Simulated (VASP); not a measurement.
# RuBr2 (Fm-3m) in VASP: single point with PBEsol+U

Aim: the single point of RuBr2 with PBEsol+U.

Program: VASP 6.6.1. These are calculated values, not measurements. Logs are shortened: lines on timing, memory, paths and dates and some standing lists are left out, and cuts for length are marked.

**1. The crystal as given**

The structure is cubic, space group Fm-3m (No. 225). Conventional cell: a = 6.327 Å, b = 6.327 Å, c = 6.327 Å, α = 90.00°, β = 90.00°, γ = 90.00°. Around Ru (site symmetry m-3m) lie 8 Br at 2.74 Å. Around Br (site symmetry -43m) lie 4 Ru at 2.74 Å.

The cell comes from a database or a generator and needn't be the stable form of this composition.

**2. Single point, PBEsol+U**

Input file INCAR:

```
PREC = Accurate
ENCUT = 520
EDIFF = 1E-6
ISMEAR = 0
SIGMA = 0.05
LREAL = F
LASPH = T
NELM = 100
ALGO = Normal
ISIF = 2
LWAVE = F
LCHARG = F
LMAXMIX = 4
LDAU = T
LDAUTYPE = 2
LDAUL = 2 -1
LDAUU = 6 0
LDAUJ = 0 0
LDAUPRINT = 1
GGA = PS
NBANDS = 21
```

Input file KPOINTS:

```
Automatic mesh
0
Gamma
  5 5 5
```

Input file POSCAR:

```
RuBr2
1.0
    0.0000000000      3.1637246900      3.1637246900
    3.1637246900      0.0000000000      3.1637246900
    3.1637246900      3.1637246900      0.0000000000
Ru Br
1 2
Direct
    0.0000000000      0.0000000000      0.0000000000
    0.2500000000      0.2500000000      0.2500000000
    0.7500000000      0.7500000000      0.7500000000
```

Potentials or basis: VASP PAW PBE potentials, release 64 (Ru_pv, Br).

Run with:

```sh
$ cat potpaw_PBE.64/Ru_pv/POTCAR potpaw_PBE.64/Br/POTCAR > POTCAR
$ mpirun -np 1 vasp_std > vasp.out
```

OUTCAR:

```text
PREC = Accurate
   ENCUT = 520
   EDIFF = 1E-6
   ISMEAR = 0
   LREAL = F
   LASPH = T
   NELM = 100
   ISIF = 2
   GGA = PS

 ion  position               nearest neighbor table
   1  0.000  0.000  0.000-   3 2.74   3 2.74   3 2.74   2 2.74   2 2.74   2 2.74   3 2.74   2 2.74

   2  0.250  0.250  0.250-   1 2.74   1 2.74   1 2.74   1 2.74
   3  0.750  0.750  0.750-   1 2.74   1 2.74   1 2.74   1 2.74

  LATTYP: Found a face centered cubic cell.
 ALAT       =     6.3274493800

  Lattice vectors:

 A1 = (   0.0000000000,   3.1637246900,   3.1637246900)
 A2 = (   3.1637246900,   0.0000000000,   3.1637246900)
 A3 = (   3.1637246900,   3.1637246900,   0.0000000000)

Analysis of symmetry for initial positions (statically):
=====================================================================
 Subroutine PRICEL returns:
 Original cell was already a primitive cell.

 Routine SETGRP: Setting up the symmetry group for a
 face centered cubic supercell.

 Subroutine GETGRP returns: Found 48 space group operations
 (whereof 48 operations were pure point group operations)
 out of a pool of 48 trial point group operations.

The static configuration has the point symmetry O_h .

Analysis of symmetry for dynamics (positions and initial velocities):
=====================================================================
 Subroutine PRICEL returns:
 Original cell was already a primitive cell.

 Routine SETGRP: Setting up the symmetry group for a
 face centered cubic supercell.

 Subroutine GETGRP returns: Found 48 space group operations
 (whereof 48 operations were pure point group operations)
 out of a pool of 48 trial point group operations.

The dynamic configuration has the point symmetry O_h .

 Subroutine INISYM returns: Found 48 space group operations
 (whereof 48 operations are pure point group operations),
 and found     1 'primitive' translations

----------------------------------------------------------------------------------------

                                     Primitive cell

  volume of cell :      63.3324

  direct lattice vectors                    reciprocal lattice vectors
     0.000000000  3.163724690  3.163724690    -0.158041565  0.158041565  0.158041565
     3.163724690  0.000000000  3.163724690     0.158041565 -0.158041565  0.158041565
     3.163724690  3.163724690  0.000000000     0.158041565  0.158041565 -0.158041565

  length of vectors
     4.474182364  4.474182364  4.474182364     0.273736020  0.273736020  0.273736020

  position of ions in fractional coordinates (direct lattice)
     0.000000000  0.000000000  0.000000000
     0.250000000  0.250000000  0.250000000
     0.750000000  0.750000000  0.750000000

  ion indices of the primitive-cell ions
   primitive index   ion index
                 1           1
                 2           2
                 3           3

----------------------------------------------------------------------------------------

 KPOINTS: Automatic mesh

Automatic generation of k-mesh.
 Grid dimensions read from file:
 generate k-points for:    5    5    5

 Generating k-lattice:

  Cartesian coordinates                     Fractional coordinates (reciprocal lattice)
    -0.031608313  0.031608313  0.031608313     0.200000000  0.000000000  0.000000000
     0.031608313 -0.031608313  0.031608313     0.000000000  0.200000000  0.000000000
     0.031608313  0.031608313 -0.031608313     0.000000000  0.000000000  0.200000000

  Length of vectors
     0.054747204  0.054747204  0.054747204

  Shift w.r.t. Gamma in fractional coordinates (k-lattice)
[... 34 lines left out ...]
   LASPH  =      T    aspherical Exc in radial PAW
   ENCUT  =  520.0 eV  38.22 Ry    6.18 a.u.   8.32  8.32  8.32*2*pi/ulx,y,z
   NELM   =    100;   NELMIN=  2; NELMDL= -5     # of ELM steps
   EDIFF  = 0.1E-05   stopping-criterion for ELM
   LREAL  =      F    real-space projection
   EDIFFG = 0.1E-04   stopping-criterion for IOM
   NSW    =      0    number of steps for IOM
   IBRION =     -1    ionic relax: 0-MD 1-quasi-New 2-CG
   NFREE  =      0    steps in history (QN), initial steepest desc. (CG)
   ISIF   =      2    stress and relaxation
   ISYM   =      2    0-nonsym 1-usesym 2-fastsym
   POTIM  = 0.5000    time-step for ionic-motion
   TEBEG  =    0.0;   TEEND  =   0.0 temperature during run
   PSTRESS=    0.0 pullay stress
   NELECT =      28.0000    total number of electrons
   NUPDOWN=      -1.0000    fix difference up-down
   EMIN   =  10.00;   EMAX   =-10.00  energy-range for DOS
   EFERMI =   0.00;   METHOD = LEGACY
   ISMEAR =     0;   SIGMA  =   0.05  broadening in eV -4-tet -1-fermi 0-gaus
   EFERMI_NEDOS =   21; number of points for ismear=-14 and -15
   IALGO  =     38    algorithm
   IMIX   =      4    mixing-type and parameters
     AMIX     =   0.40;   BMIX     =  1.00
     AMIX_MAG =   1.60;   BMIX_MAG =  1.00
  volume/ion in A,a.u.               =      21.11       142.46
  Fermi-wavevector in a.u.,A,eV,Ry     =   1.247150  2.356772 21.162285  1.555384
  Thomas-Fermi vector in A             =   2.381296
   LORBIT       =      0    0 simple, 1 ext, 2 COOP (PROOUT), +10 PAW based schemes
 LDA+U is selected, type is set to LDAUTYPE =  2
   angular momentum for each species LDAUL =     2   -1
   U (eV)           for each species LDAUU =   6.0  0.0
   J (eV)           for each species LDAUJ =   0.0  0.0
   GGA     = PS    functional components
   LHFCALC =     F    Hartree Fock is set to
   AEXX    =    0.0000 exact exchange contribution
   IVDW    =     0    specifies the selected vdW correction
   LEPSILON=     F    determine dielectric tensor
   LRPA    =     F    only Hartree local field effects (RPA)
 non-spin polarized calculation
 Gauss-broadening in eV      SIGMA  =   0.05
  energy-cutoff  :      520.00
  volume of cell :       63.33
 maximum number of plane-waves:      1716
 NGX is ok and might be reduce to    36
   NGX = 17   NGY = 17   NGZ = 17

 number of electron      27.9999997 magnetization

 Free energy of the ion-electron system (eV)
  ---------------------------------------------------
  ext. energy  EPLUGINS =         0.00000000
  ---------------------------------------------------
  free energy    TOTEN  =        -5.58859169 eV

  energy without entropy =       -5.58471448  energy(sigma->0) =       -5.58665309

atom =   1  type =  1  l = 2

 onsite density matrix

spin component  1

  0.4601 -0.0000  0.0000  0.0000  0.0000
 -0.0000  0.4601 -0.0000 -0.0000  0.0000
  0.0000 -0.0000  0.8503 -0.0000 -0.0000
  0.0000 -0.0000 -0.0000  0.4601  0.0000
  0.0000  0.0000 -0.0000  0.0000  0.8503

spin component  2

  0.4601 -0.0000  0.0000  0.0000  0.0000
 -0.0000  0.4601 -0.0000 -0.0000  0.0000
  0.0000 -0.0000  0.8503 -0.0000 -0.0000
  0.0000 -0.0000 -0.0000  0.4601  0.0000
  0.0000  0.0000 -0.0000  0.0000  0.8503

 occupancies and eigenvectors

  o =  0.4601  v =  1.0000  0.0000  0.0000  0.0000  0.0000  0.0000  0.0000  0.0000  0.0000  0.0000      0.0000  0.0000  0.0000  0.0000  0.0000  0.0000  0.0000  0.0000  0.0000  0.0000
  o =  0.4601  v =  0.0000 -0.9998 -0.0000 -0.0195  0.0000  0.0000  0.0000  0.0000  0.0000  0.0000      0.0000  0.0000  0.0000  0.0000  0.0000  0.0000  0.0000  0.0000  0.0000  0.0000
  o =  0.4601  v =  0.0000  0.0000  0.0000  0.0000  0.0000  1.0000  0.0000  0.0000  0.0000  0.0000      0.0000  0.0000  0.0000  0.0000  0.0000  0.0000  0.0000  0.0000  0.0000  0.0000
  o =  0.4601  v =  0.0000  0.0000  0.0000  0.0000  0.0000  0.0000 -0.9998 -0.0000 -0.0195  0.0000      0.0000  0.0000  0.0000  0.0000  0.0000  0.0000  0.0000  0.0000  0.0000  0.0000
  o =  0.4601  v =  0.0000 -0.0195 -0.0000  0.9998  0.0000  0.0000  0.0000  0.0000  0.0000  0.0000      0.0000  0.0000  0.0000  0.0000  0.0000  0.0000  0.0000  0.0000  0.0000  0.0000
  o =  0.4601  v =  0.0000  0.0000  0.0000  0.0000  0.0000  0.0000 -0.0195 -0.0000  0.9998  0.0000      0.0000  0.0000  0.0000  0.0000  0.0000  0.0000  0.0000  0.0000  0.0000  0.0000
  o =  0.8503  v =  0.0000  0.0000  0.0000  0.0000  0.0000  0.0000 -0.0000  0.9671  0.0000  0.2543      0.0000  0.0000  0.0000  0.0000  0.0000  0.0000  0.0000  0.0000  0.0000  0.0000
  o =  0.8503  v =  0.0000  0.0000 -0.2543 -0.0000  0.9671  0.0000  0.0000  0.0000  0.0000  0.0000      0.0000  0.0000  0.0000  0.0000  0.0000  0.0000  0.0000  0.0000  0.0000  0.0000
  o =  0.8503  v =  0.0000  0.0000  0.0000  0.0000  0.0000  0.0000  0.0000 -0.2543 -0.0000  0.9671      0.0000  0.0000  0.0000  0.0000  0.0000  0.0000  0.0000  0.0000  0.0000  0.0000
  o =  0.8503  v =  0.0000 -0.0000  0.9671  0.0000  0.2543  0.0000  0.0000  0.0000  0.0000  0.0000      0.0000  0.0000  0.0000  0.0000  0.0000  0.0000  0.0000  0.0000  0.0000  0.0000

 number of electron      27.9999998 magnetization

 Free energy of the ion-electron system (eV)
  ---------------------------------------------------
  ext. energy  EPLUGINS =         0.00000000
  ---------------------------------------------------
  free energy    TOTEN  =        -6.29232891 eV

  energy without entropy =       -6.28928889  energy(sigma->0) =       -6.29080890

 E-fermi :   6.1626     XC(G=0): -10.6239

 val. band max:        6.1212227248   @ k =  -0.4000   0.4000   0.2000
 cond. band min:       6.2457263201   @ k =   0.4000   0.4000   0.0000
 fundamental gap:      0.1245035952
 Fermi energy:         6.1625814292

 k-point     1 :       0.0000    0.0000    0.0000
  band No.  band energies     occupation
      1     -36.1073      2.00000
      2     -36.1073      2.00000
      3     -36.1073      2.00000
      4     -11.5796      2.00000
      5      -9.0902      2.00000
      6      -0.2960      2.00000
[... 229 lines left out ...]
     20      14.5211      0.00000
     21      15.3469      0.00000

------------------------ aborting loop because EDIFF is reached ----------------------------------------

  FORCE on cell =-STRESS in cart. coord.  units (eV):
  Direction    XX          YY          ZZ          XY          YZ          ZX
  --------------------------------------------------------------------------------------
  -------------------------------------------------------------------------------------
  Total       -0.4286044     -0.4286044     -0.4286044      0.0000000     -0.0000000      0.0000000
  in kB      -10.8427941    -10.8427941    -10.8427941      0.0000000     -0.0000000      0.0000000
  external PRESSURE =     -10.8427941 kB  Pullay stress =       0.0000000 kB

 VOLUME and BASIS-vectors are now :
 -----------------------------------------------------------------------------
  energy-cutoff  :      520.00
  volume of cell :       63.33
      direct lattice vectors                 reciprocal lattice vectors
     0.000000000  3.163724690  3.163724690    -0.158041565  0.158041565  0.158041565
     3.163724690  0.000000000  3.163724690     0.158041565 -0.158041565  0.158041565
     3.163724690  3.163724690  0.000000000     0.158041565  0.158041565 -0.158041565

 POSITION                                       TOTAL-FORCE (eV/Angst)
 -----------------------------------------------------------------------------------
      0.00000      0.00000      0.00000         0.000000      0.000000      0.000000
      1.58186      1.58186      1.58186        -0.000000     -0.000000     -0.000000
      4.74559      4.74559      4.74559         0.000000      0.000000      0.000000
 -----------------------------------------------------------------------------------
    total drift:                               -0.000000      0.000000      0.000000

  FREE ENERGIE OF THE ION-ELECTRON SYSTEM (eV)
  ---------------------------------------------------
  free  energy   TOTEN  =        -6.2923289066 eV

  energy  without entropy=       -6.2892888884  energy(sigma->0) =       -6.29080890
```

Run time: 18 s. Hardware: 1 thread of Intel Xeon Platinum 8259CL at 2.50GHz (Skylake/Cascade Lake), shared host; peak memory 0.2 GiB.

What came out:

```
Free energy            : -6.2923 eV
Pressure               : -1.1 GPa
Band gap on the k mesh : none (metal or under the smearing width)
```

Eigenvalues of the final occupation matrices:
```
    site  spin  trace               eigenvalues
site 1 d     1   3.08  0.46 0.46 0.46 0.85 0.85
site 1 d     2   3.08  0.46 0.46 0.46 0.85 0.85
```

Caveat: the PAW data sets were made with another functional, which shifts forces and pressure a little; U without spin polarisation on a metal has little footing.
